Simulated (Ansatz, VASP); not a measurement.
# Cross-check of TaInS3 between VASP and Ansatz, part 2 of 2

Wanted: the spread between two codes on one cell, functional and k mesh. The cell is generated by rule, not measured, and may not be a known phase. The cell is taken from a series of runs on this material, whose earlier steps may have relaxed, scaled, displaced or heated it; both programs get it as it stands.

VASP 6.6.1 and Ansatz 0.2.0.

So far. Step 2 (Ansatz: single point, PBE, pair 1): The run ends at a pressure of 0.35 GPa, with forces up to 0.30 eV/Å. Step 3 (VASP: single point, PBE, pair 1): The run ends at a pressure of 0.34 GPa, with forces up to 0.31 eV/Å.

## 5. VASP: single point, PBE, pair 2

Level of this step: PBE; plane waves and PAW (In_d, Ta_pv, S); invented cell (VASP).

With cell and atoms fixed, the geometry can't cause a difference; cores, projectors, grids and the points listed under the comparison can.

File INCAR:

```
SYSTEM = TaInS3
PREC = Accurate
ENCUT = 500
EDIFF = 1E-06
NELM = 120
ISMEAR = 1
SIGMA = 0.2
LREAL = .FALSE.
ALGO = Normal
GGA = PE
NBANDS = 52
LASPH = .TRUE.
LORBIT = 11
LWAVE = .FALSE.
LCHARG = .FALSE.
ISIF = 2
GGA_COMPAT = .FALSE.
KPAR = 2
```

File POSCAR:

```
TaInS3
1.0
    4.8575955774      4.8575955774      0.0000000000
    4.8575955774      0.0000000000      4.8575955774
    4.8575955774      0.0000000000     -4.8575955774
In Ta S
2 2 6
Direct
    0.0000000000      1.0000000000      1.0000000000
    0.0000000000      0.5000000000      0.5000000000
    0.5000000000      0.2500000000      0.7500000000
    0.5000000000      0.7500000000      0.2500000000
    0.5000000000      0.9927947892      0.0072052108
    0.5000000000      0.5072052108      0.4927947892
    0.9711791569      0.0144104215      0.5144104215
    0.0288208431      0.4855895784      0.9855895784
    0.5000000000      0.9927947892      0.4927947892
    0.5000000000      0.5072052108      0.0072052108
```

File KPOINTS:

```
Automatic mesh
0
Gamma
8 8 8
0 0 0
```

The projector-augmented-wave data sets are In_d, Ta_pv and S (PBE family, release 64).

Run with:

```sh
$ mpirun -np 2 vasp_std
```

Numbers of over 12 decimals in the logs are rounded to 6 here.

Log:

```text
[... set-up lines as in an earlier step ...]
 entering main loop
       N       E                     dE             d eps       ncg     rms          rms(c)
DAV:   1     0.853624959315E+03    0.85362E+03   -0.37820E+04  6144   0.163E+03
DAV:   2     0.685862841693E+02   -0.78504E+03   -0.75657E+03  6448   0.438E+02
DAV:   3    -0.561102829566E+02   -0.12470E+03   -0.11904E+03  7840   0.169E+02
DAV:   4    -0.646094337532E+02   -0.84992E+01   -0.83957E+01  7648   0.434E+01
[...]
DAV:  14    -0.590061135376E+02   -0.33112E-05   -0.33009E-05  7216   0.271E-02    0.235E-02
DAV:  15    -0.590061163877E+02   -0.28501E-05   -0.73907E-06  6476   0.147E-02    0.993E-03
DAV:  16    -0.590061160737E+02    0.31398E-06   -0.26415E-06  5480   0.830E-03
   1 F= -.59006116E+02 E0= -.59006294E+02  d E =0.533488E-03
```

Parts of OUTCAR (step 5):

```text
  Total        1.1542114      2.9623984      1.1542114      0.0000000      0.0000000      0.0000000
  in kB        8.0668112     20.7042732      8.0668112      0.0000000      0.0000000      0.0000000
  external PRESSURE =      12.2792985 kB  Pullay stress =       0.0000000 kB

 POSITION                                       TOTAL-FORCE (eV/Angst)
 -----------------------------------------------------------------------------------
      0.00000      0.00000      0.00000        -0.000000     -0.000000     -0.000000
      4.85760      0.00000      0.00000        -0.000000     -0.000000     -0.000000
      7.28639      2.42880     -2.42880        -0.000000     -0.000000     -0.000000
      7.28639      2.42880      2.42880        -0.000000     -0.000000     -0.000000
      7.28639      2.42880      4.78760        -0.000000     -0.000000      0.569556
      7.28639      2.42880      0.07000        -0.000000     -0.000000     -0.569556
      7.28639      4.71760     -2.42880         0.000000      1.234819     -0.000000
      7.28639      0.14000     -2.42880        -0.000000     -1.234819     -0.000000
      9.64519      2.42880      2.42880         0.569556     -0.000000     -0.000000
      4.92760      2.42880      2.42880        -0.569556     -0.000000     -0.000000
 -----------------------------------------------------------------------------------
    total drift:                                0.000001      0.000000     -0.000000

  FREE ENERGIE OF THE ION-ELECTRON SYSTEM (eV)
  ---------------------------------------------------
  free  energy   TOTEN  =       -59.0061160737 eV

  energy  without entropy=      -59.0066495618  energy(sigma->0) =      -59.00629390

[... 2 parts as in an earlier step ...]

[... 1 further part left out ...]
[key lines of the parts left out:]
E-fermi :   4.3613
```

The run ends at a pressure of 1.23 GPa, with forces up to 1.2 eV/Å.

## 6. Ansatz: single point, PBE, pair 2

The same cell, functional, mesh and smearing now go to Ansatz, which takes its cutoff from its data sets.

The cell is taken from a series of runs on this material, whose earlier steps may have relaxed, scaled, displaced or heated it; both programs get it as it stands.

File input.yaml:

```yaml
crystal:
  lattice:
    - [4.8575955774, 4.8575955774, 0.0]
    - [4.8575955774, 0.0, 4.8575955774]
    - [4.8575955774, 0.0, -4.8575955774]
  atoms:
    - { symbol: In, position: [0.0, 0.0, 1.0] }
    - { symbol: In, position: [0.0, 0.5, 0.5] }
    - { symbol: Ta, position: [0.5, 0.25, 0.75] }
    - { symbol: Ta, position: [0.5, 0.75, 0.25] }
    - { symbol: S, position: [0.5, -0.0072052108, 1.0072052108] }
    - { symbol: S, position: [0.5, 0.5072052108, 0.4927947892] }
    - { symbol: S, position: [-0.0288208431, 0.0144104216, 0.5144104216] }
    - { symbol: S, position: [0.0288208431, 0.4855895784, -0.0144104216] }
    - { symbol: S, position: [0.5, -0.0072052108, 0.4927947892] }
    - { symbol: S, position: [0.5, 0.5072052108, 0.0072052108] }
kpoints:
  mp_grid: { grid: [8, 8, 8] }
hamiltonian:
  xc: pbe
  pseudopotentials: { kind: paw, azcp: { folder: soft_1 } }
scf:
  occupations: { method: methfessel_paxton, width: 0.2 }
output:
  forces: true
  stress: true
  eigenvalues: true
```

Run with:

```sh
$ ansatz run input.yaml --threads 4 --pin off --max-ram 16384MiB --backend cpu --events-out ev --progress --plain --runs-dir out
```

Log:

```text
[...]
Crystal: 10 atoms, lattice volume = 229.242 Å³
Basis set: ecut = 420 eV, 4477 PW (Γ), exchange–correlation on 96×96×96 points (8 copies of the dense FFT grid, shifted against one another)
Bands: 54, of which v1, the nominal top of the filled ones, is band 44 counted from 1 (43 counted from 0)
Symmetry: 16 space group operations
[...]
k-points: 59 of 512
[...]
k-point 0: bands = [... 40 lower, 6.8659, 6.8761, 6.8761, 7.2854, 7.7685, 8.1288, 8.1288, 9.5963, ... 6 higher]
  k-point 1: bands = [... 40 lower, 6.7024, 7.1693, 7.1760, 7.6708, 7.6764, 8.1696, 8.1836, 9.8475, ... 6 higher]
  k-point 2: bands = [... 40 lower, 6.5667, 7.1730, 7.2319, 7.4570, 8.2407, 8.4458, 8.4534, 9.6117, ... 6 higher]
  k-point 58: bands = [... 40 lower, 6.8591, 6.8591, 7.3871, 7.7612, 7.7873, 9.7099, 9.8473, 10.0243, ... 6 higher]
[key lines of the parts left out:]
SCF converged after 9 iterations
Free energy (F): -36480.323849 eV
Fermi energy:    7.702301 eV
P = ⅓ Tr σ = 1.2358 GPa (12.358 kbar)
```

The run ends at a pressure of 1.24 GPa, with forces up to 1.2 eV/Å.

## 7. Differences

What differs besides the data sets and the points named for the pairs above, as far as they apply: the data sets hold 88 valence electrons in Ansatz (on its PAW soft_1 files) and 84 in VASP. Total energies have different zeros and are not compared.

Both answers:

```
      quantity  Ansatz  VASP  difference
pressure (GPa)    1.24  1.23       +0.01
```

Forces (eV/Å; atoms numbered as in POSCAR):

```
atom        Ansatz x, y, z          VASP x, y, z
 In1   0.000, 0.000, 0.000   0.000, 0.000, 0.000
 In2   0.000, 0.000, 0.000   0.000, 0.000, 0.000
 Ta3   0.000, 0.000, 0.000   0.000, 0.000, 0.000
 Ta4   0.000, 0.000, 0.000   0.000, 0.000, 0.000
  S5   0.000, 0.000, 0.563   0.000, 0.000, 0.570
  S6  0.000, 0.000, -0.563  0.000, 0.000, -0.570
  S7   0.000, 1.223, 0.000   0.000, 1.235, 0.000
  S8  0.000, -1.223, 0.000  0.000, -1.235, 0.000
  S9   0.563, 0.000, 0.000   0.570, 0.000, 0.000
 S10  -0.563, 0.000, 0.000  -0.570, 0.000, 0.000
```

The forces differ by 3.9 meV/Å r.m.s., which is 1.0 % of the r.m.s. force of 0.381 eV/Å (both taken over all components).

## 8. Ansatz: single point, PBE, pair 3

With cell and atoms fixed, the geometry can't cause a difference; cores, projectors, grids and the points listed under the comparison can.

The cell is taken from a series of runs on this material, whose earlier steps may have relaxed, scaled, displaced or heated it; both programs get it as it stands.

input.yaml, the sections that differ from step 6:

```yaml
crystal:
  lattice:
    - [4.8575955774, 4.8575955774, 0.0]
    - [4.8575955774, 0.0, 4.8575955774]
    - [4.8575955774, 0.0, -4.8575955774]
  atoms:
    - { symbol: In, position: [0.0, 0.0, 1.0] }
    - { symbol: In, position: [0.0, 0.5, 0.5] }
    - { symbol: Ta, position: [0.5, 0.25, 0.75] }
    - { symbol: Ta, position: [0.5, 0.75, 0.25] }
    - { symbol: S, position: [0.5, 0.0, 1.0] }
    - { symbol: S, position: [0.5, 0.5, 0.5] }
    - { symbol: S, position: [-0.0164690532, 0.0082345266, 0.5082345266] }
    - { symbol: S, position: [0.0164690532, 0.4917654734, -0.0082345266] }
    - { symbol: S, position: [0.5, -0.0082345266, 0.4917654734] }
    - { symbol: S, position: [0.5, 0.5082345266, 0.0082345266] }
# kpoints, hamiltonian, scf, output: as in step 6
```

Log:

```text
[...]
Crystal: 10 atoms, lattice volume = 229.242 Å³
Basis set: ecut = 420 eV, 4477 PW (Γ), exchange–correlation on 96×96×96 points (8 copies of the dense FFT grid, shifted against one another)
Bands: 54, of which v1, the nominal top of the filled ones, is band 44 counted from 1 (43 counted from 0)
Symmetry: 16 space group operations
[...]
k-points: 59 of 512
[...]
k-point 0: bands = [... 40 lower, 6.8529, 6.9933, 7.1784, 7.1784, 7.8313, 7.8313, 7.9905, 9.6251, ... 5 higher]
  k-point 1: bands = [... 40 lower, 6.6903, 7.2708, 7.4490, 7.4776, 7.8420, 7.8519, 8.0348, 9.8759, ... 5 higher]
  k-point 2: bands = [... 40 lower, 6.5733, 7.2487, 7.3243, 7.4510, 8.2482, 8.2722, 8.3537, 9.5941, ... 5 higher]
  k-point 58: bands = [... 40 lower, 6.7697, 6.7697, 7.2897, 7.2897, 8.9282, 8.9282, 10.0210, 10.0210, ... 5 higher]
[key lines of the parts left out:]
SCF converged after 9 iterations
Free energy (F): -36480.443688 eV
Fermi energy:    7.697478 eV
P = ⅓ Tr σ = 0.4871 GPa (4.871 kbar)
```

The run ends at a pressure of 0.49 GPa, with forces up to 0.34 eV/Å.

## 9. VASP: single point, PBE, pair 3

The same cell, functional, mesh and smearing now go to VASP, with its own data sets.

INCAR is that of step 5.

File POSCAR:

```
TaInS3
1.0
    4.8575955774      4.8575955774      0.0000000000
    4.8575955774      0.0000000000      4.8575955774
    4.8575955774      0.0000000000     -4.8575955774
In Ta S
2 2 6
Direct
    0.0000000000      0.0000000000      1.0000000000
    0.0000000000      0.5000000000      0.5000000000
    0.5000000000      0.2500000000      0.7500000000
    0.5000000000      0.7500000000      0.2500000000
    0.5000000000      0.0000000000      1.0000000000
    0.5000000000      0.5000000000      0.5000000000
    0.9835309468      0.0082345266      0.5082345266
    0.0164690532      0.4917654734      0.9917654734
    0.5000000000      0.9917654734      0.4917654734
    0.5000000000      0.5082345266      0.0082345266
```

KPOINTS is that of step 5.

Run with:

```sh
$ mpirun -np 2 vasp_std
```

Log:

```text
[... set-up lines as in an earlier step ...]
 entering main loop
       N       E                     dE             d eps       ncg     rms          rms(c)
DAV:   1     0.851768452825E+03    0.85177E+03   -0.37853E+04  6144   0.163E+03
DAV:   2     0.674583234317E+02   -0.78431E+03   -0.75614E+03  6440   0.437E+02
DAV:   3    -0.562714464317E+02   -0.12373E+03   -0.11775E+03  7792   0.168E+02
DAV:   4    -0.648245905261E+02   -0.85531E+01   -0.84502E+01  7620   0.434E+01
[...]
DAV:  14    -0.591274387791E+02   -0.53250E-05   -0.22142E-05  6720   0.185E-02    0.110E-02
DAV:  15    -0.591274375870E+02    0.11922E-05   -0.70630E-06  6372   0.105E-02    0.492E-03
DAV:  16    -0.591274378728E+02   -0.28579E-06   -0.12380E-06  4236   0.527E-03
   1 F= -.59127438E+02 E0= -.59133203E+02  d E =0.172968E-01
```

From OUTCAR (step 9):

```text
  Total        0.9396187      0.9396187      0.1701917      0.0000000      0.0000000      0.0000000
  in kB        6.5670172      6.5670172      1.1894737      0.0000000      0.0000000      0.0000000
  external PRESSURE =       4.7745027 kB  Pullay stress =       0.0000000 kB

 POSITION                                       TOTAL-FORCE (eV/Angst)
 -----------------------------------------------------------------------------------
      0.00000      0.00000      0.00000         0.000000      0.000000     -0.000000
      4.85760      0.00000      0.00000        -0.000000      0.000000     -0.000000
      7.28639      2.42880     -2.42880        -0.000000      0.000000     -0.000000
      7.28639      2.42880      2.42880        -0.000000      0.000000      0.000000
      2.42880      2.42880      0.00000         0.000000      0.000000     -0.000000
      7.28639      2.42880      0.00000        -0.000000      0.000000     -0.000000
      7.28639      4.77760     -2.42880         0.000000      0.353920     -0.000000
      7.28639      0.08000     -2.42880        -0.000000     -0.353920     -0.000000
      9.63519      2.42880      2.42880         0.353920      0.000000     -0.000000
      4.93760      2.42880      2.42880        -0.353920      0.000000     -0.000000
 -----------------------------------------------------------------------------------
    total drift:                                0.000000      0.000000     -0.000000

  FREE ENERGIE OF THE ION-ELECTRON SYSTEM (eV)
  ---------------------------------------------------
  free  energy   TOTEN  =       -59.1274378728 eV

  energy  without entropy=      -59.1447346421  energy(sigma->0) =      -59.13320346

[... 2 parts as in an earlier step ...]

[... 1 further part left out ...]
[key lines of the parts left out:]
E-fermi :   4.3563
```

The run ends at a pressure of 0.48 GPa, with forces up to 0.35 eV/Å.

## 10. Differences

What differs besides the data sets and the points named for the pairs above, as far as they apply: the data sets hold 88 valence electrons in Ansatz (on its PAW soft_1 files) and 84 in VASP. Total energies have different zeros and are not compared.

Compared:

```
      quantity  Ansatz  VASP  difference
pressure (GPa)    0.49  0.48       +0.01
```

Forces (eV/Å; atoms numbered as in POSCAR):

```
atom        Ansatz x, y, z          VASP x, y, z
 In1   0.000, 0.000, 0.000   0.000, 0.000, 0.000
 In2   0.000, 0.000, 0.000   0.000, 0.000, 0.000
 Ta3   0.000, 0.000, 0.000   0.000, 0.000, 0.000
 Ta4   0.000, 0.000, 0.000   0.000, 0.000, 0.000
  S5   0.000, 0.000, 0.000   0.000, 0.000, 0.000
  S6   0.000, 0.000, 0.000   0.000, 0.000, 0.000
  S7   0.000, 0.344, 0.000   0.000, 0.354, 0.000
  S8  0.000, -0.344, 0.000  0.000, -0.354, 0.000
  S9   0.344, 0.000, 0.000   0.354, 0.000, 0.000
 S10  -0.344, 0.000, 0.000  -0.354, 0.000, 0.000
```

The forces differ by 3.6 meV/Å r.m.s., which is 2.8 % of the r.m.s. force of 0.129 eV/Å (both taken over all components).

## 11. Outcome

| Item | Value |
| --- | --- |
| r.m.s. force difference (single point, PBE, pair 1) | 3.1 meV/Å |
| r.m.s. force difference (single point, PBE, pair 2) | 1.0 % of the r.m.s. force |
| r.m.s. force difference (single point, PBE, pair 3) | 3.6 meV/Å |

In words: The r.m.s. force difference is 1.0 % of the r.m.s. force (single point, PBE, pair 2), within the 3 % picked in this series as the mark of a large difference. The data sets hold unlike numbers of valence electrons (88 in Ansatz and 84 in VASP), so part of the differences comes from the potentials. 5 further runs of this series are not shown here. Such differences can come from data sets, numerical settings and the points named under the comparisons, not from the functional's error against experiment.

[Lines on the potential files, build, host, timing and source positions are cut from VASP's logs without a mark.]

[Logs are printed without paths, hosts, clocks, repeated set-up lines and the standing remarks that a program may print on its own settings, such as how far it seeks lower states.]

[Hosts, paths, dates, database ids (printed as entryN), source tags and the programs' standing remarks are cut or masked in the printed files.]
